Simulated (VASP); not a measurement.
Input of a VASP 6.6.1 run:

Contents of INCAR:

```
SYSTEM = FeI2
  PREC = Accurate
  ENCUT = 520
  EDIFF = 1E-6
  ISMEAR = -1
  SIGMA = 0.05
  LREAL = .False.
  LASPH = .True.
  NELM = 150
  ALGO = Normal
  ISIF = 2
  LWAVE = .False.
  LCHARG = .False.
  ISPIN = 2
  MAGMOM = 3 0 0
  LORBIT = 11
  LMAXMIX = 4
  NBANDS = 22
```

Contents of KPOINTS:

```
Automatic mesh
0
Gamma
  7 7 4
  0 0 0
```

Contents of POSCAR:

```
FeI2
1.0
    4.0400000000      0.0000000000      0.0000000000
   -2.0200000000      3.4987426313      0.0000000000
    0.0000000000      0.0000000000      6.7500000000
Fe I
1 2
Direct
    0.0000000000      0.0000000000      0.0000000000
    0.3333333333      0.6666666667      0.2500000000
    0.6666666667      0.3333333333      0.7500000000
```

Potentials or basis: VASP PAW LDA potentials, release 64 (Fe, I).

The run is started by

```bash
$ cat potpaw_LDA.64/Fe/POTCAR potpaw_LDA.64/I/POTCAR > POTCAR
$ mpirun -np 1 vasp_std > vasp.out
```

(1) Estimate the band gap on the k mesh.

(2) Estimate the pressure.

(3) Estimate the largest force.

Results:

(1) none (metal or under the smearing width).

(2) -5.5 GPa.

(3) 0.877 eV/Å.

Caveat: the cell's inner coordinates are idealised or old, which leaves forces on the atoms; semilocal functionals often make such compounds metallic where correlation or magnetic order opens a gap, which also shifts bond lengths.
